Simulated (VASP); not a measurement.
All values below come from PBE GGA with D4 dispersion, VASP's PBE PAW potentials (set 64) (plane waves; VASP).

VASP ran on this input.

**POSCAR**
```
Rh
1.0
  0.0000000000   1.9000000000   1.9000000000
  1.9000000000   0.0000000000   1.9000000000
  1.9000000000   1.9000000000   0.0000000000
Rh
1
Direct
  0.0000000000   0.0000000000   0.0000000000
```

File KPOINTS:
```
K-points
0
gamma
15 15 15
0 0 0
```

### INCAR
```
PREC = Accurate
SIGMA = 0.1   # width (eV)
EDIFF = 1E-6
IVDW = 13   # D4
ENCUT = 520   # plane-wave cut-off (eV)
LREAL = .False.
ISMEAR = 1
GGA = PE
LASPH = .True.
NSW = 60   # most ionic steps
EDIFFG = -0.01   # ionic stop
ALGO = Normal
LWAVE = .False.
SYSTEM = Rh
ISIF = 3   # ions, shape and volume
IBRION = 2
LMAXMIX = 4
LCHARG = .False.
NELM = 100
```

POTCAR, in this order: Rh_pv (PBE.64 set). Program: vasp_std.

Output

OUTCAR:
```
 ion  position               nearest neighbor table
   1  0.000  0.000  0.000-
  LATTYP: Found a face centered cubic cell.
 ALAT       =     3.8000000000
 Subroutine PRICEL returns:
 Original cell was already a primitive cell.
 Subroutine GETGRP returns: Found 48 space group operations
The static configuration has the point symmetry O_h .
The dynamic configuration has the point symmetry O_h .
 Subroutine INISYM returns: Found 48 space group operations
 Subroutine IBZKPT returns following result:
 Found    120 irreducible k-points:

 Following reciprocal coordinates:
            Coordinates               Weight
  0.000000  0.000000  0.000000      1.000000
  0.066667  0.000000  0.000000      8.000000
  0.133333  0.000000  0.000000      8.000000
  0.200000  0.000000  0.000000      8.000000
  0.266667  0.000000  0.000000      8.000000
  0.333333  0.000000  0.000000      8.000000
  0.400000  0.000000  0.000000      8.000000
  0.466667  0.000000  0.000000      8.000000
  0.066667  0.066667  0.000000      6.000000
  0.133333  0.066667  0.000000     24.000000
  0.200000  0.066667  0.000000     24.000000
  0.266667  0.066667  0.000000     24.000000
  0.333333  0.066667  0.000000     24.000000
  0.400000  0.066667  0.000000     24.000000
  0.466667  0.066667  0.000000     24.000000
 -0.466667  0.066667  0.000000     24.000000
 -0.400000  0.066667  0.000000     24.000000
 -0.333333  0.066667  0.000000     24.000000
 -0.266667  0.066667  0.000000     24.000000
 -0.200000  0.066667  0.000000     24.000000
 -0.133333  0.066667  0.000000     24.000000
 -0.066667  0.066667  0.000000     12.000000
  0.133333  0.133333  0.000000      6.000000
  0.200000  0.133333  0.000000     24.000000
  0.266667  0.133333  0.000000     24.000000
...
```

File OSZICAR:
```
       N       E                     dE             d eps       ncg     rms          rms(c)
DAV:   1     0.115035005813E+03    0.11504E+03   -0.94374E+03  2659   0.147E+03
DAV:   2    -0.628698276060E+01   -0.12132E+03   -0.11610E+03  2691   0.387E+02
DAV:   3    -0.774575611008E+01   -0.14588E+01   -0.14546E+01  3042   0.487E+01
DAV:   4    -0.775482363785E+01   -0.90675E-02   -0.90666E-02  2877   0.397E+00
DAV:   5    -0.775497239069E+01   -0.14875E-03   -0.14875E-03  3017   0.469E-01    0.102E+01
DAV:   6    -0.727313630862E+01    0.48184E+00   -0.11069E+00  2760   0.158E+01    0.359E+00
DAV:   7    -0.725553587420E+01    0.17600E-01   -0.23690E-02  2970   0.200E+00    0.170E+00
DAV:   8    -0.725186928428E+01    0.36666E-02   -0.33019E-03  2748   0.917E-01    0.184E-01
DAV:   9    -0.725176049370E+01    0.10879E-03   -0.76912E-05  3096   0.144E-01    0.179E-02
DAV:  10    -0.725176480798E+01   -0.43143E-05   -0.34404E-06  2838   0.276E-02    0.232E-03
DAV:  11    -0.725176485368E+01   -0.45696E-07   -0.22841E-07  1584   0.700E-03
   1 F= -.80985758E+01 E0= -.80985597E+01  d E =-.809858E+01
       N       E                     dE             d eps       ncg     rms          rms(c)
DAV:   1    -0.753609859304E+01   -0.28433E+00   -0.46915E+00  2769   0.359E+01    0.440E+00
DAV:   2    -0.722347387556E+01    0.31262E+00   -0.72625E-01  2733   0.132E+01    0.668E-01
DAV:   3    -0.721988157623E+01    0.35923E-02   -0.12555E-02  2877   0.156E+00    0.409E-01
DAV:   4    -0.722075346641E+01   -0.87189E-03   -0.20612E-03  2841   0.656E-01    0.352E-02
DAV:   5    -0.722079096294E+01   -0.37497E-04   -0.38513E-05  3060   0.844E-02    0.182E-02
DAV:   6    -0.722077228695E+01    0.18676E-04   -0.34717E-06  2781   0.294E-02    0.165E-03
DAV:   7    -0.722077257685E+01   -0.28990E-06   -0.44678E-08  1494   0.322E-03
   2 F= -.80927976E+01 E0= -.80927862E+01  d E =0.577823E-02
       N       E                     dE             d eps       ncg     rms          rms(c)
DAV:   1    -0.741064850413E+01   -0.18988E+00   -0.24738E+00  2763   0.265E+01    0.284E+00
DAV:   2    -0.724603473260E+01    0.16461E+00   -0.40661E-01  2724   0.969E+00    0.613E-01
DAV:   3    -0.724530445959E+01    0.73027E-03   -0.42510E-03  2868   0.875E-01    0.342E-01
DAV:   4    -0.724574893464E+01   -0.44448E-03   -0.99364E-04  2820   0.447E-01    0.273E-02
DAV:   5    -0.724576809093E+01   -0.19156E-04   -0.21355E-05  3043   0.601E-02    0.160E-02
DAV:   6    -0.724576809230E+01   -0.13733E-08   -0.18706E-06  2402   0.213E-02
   3 F= -.80996103E+01 E0= -.80995959E+01  d E =-.103447E-02
```

OUTCAR:
```
------------------------ aborting loop because EDIFF is reached ----------------------------------------
  Edisp (eV):   -0.85384
  FORCE on cell =-STRESS in cart. coord.  units (eV):
  Direction    XX          YY          ZZ          XY          YZ          ZX
  --------------------------------------------------------------------------------------
  Total      -0.00339    -0.00339    -0.00339     0.00000     0.00000     0.00000
  in kB      -0.39933    -0.39933    -0.39933     0.00000     0.00000     0.00000
  external pressure =       -0.40 kB  Pullay stress =        0.00 kB
  volume of cell :       13.59
      direct lattice vectors                 reciprocal lattice vectors
    -0.000000000  1.894232912  1.894232912    -0.263959092  0.263959092  0.263959092
     1.894232912  0.000000000  1.894232912     0.263959092 -0.263959092  0.263959092
     1.894232912  1.894232912  0.000000000     0.263959092  0.263959092 -0.263959092
 POSITION                                       TOTAL-FORCE (eV/Angst)
 -----------------------------------------------------------------------------------
      0.00000      0.00000      0.00000         0.000000      0.000000      0.000000
 -----------------------------------------------------------------------------------
    total drift:                                0.000000      0.000000      0.000000
  FREE ENERGIE OF THE ION-ELECTRON SYSTEM (eV)
  ---------------------------------------------------
  free  energy   TOTEN  =        -8.0996103061 eV

  energy  without entropy=       -8.0995669768  energy(sigma->0) =       -8.09959586

 reached required accuracy - stopping structural energy minimisation
```
(Selected blocks of OUTCAR.)

### CONTCAR
```
Rh
   1.00000000000000
    -0.0000000000000000    1.8942329119436438    1.8942329119436438
     1.8942329119436438    0.0000000000000000    1.8942329119436438
     1.8942329119436438    1.8942329119436438    0.0000000000000000
  Rh
     1
Direct
     0.0000000000000000    0.0000000000000000    0.0000000000000000
```

The compound is Rh in the fcc structure. This run relaxes it. Symmetry was kept, so distortions that lower it aren't found.
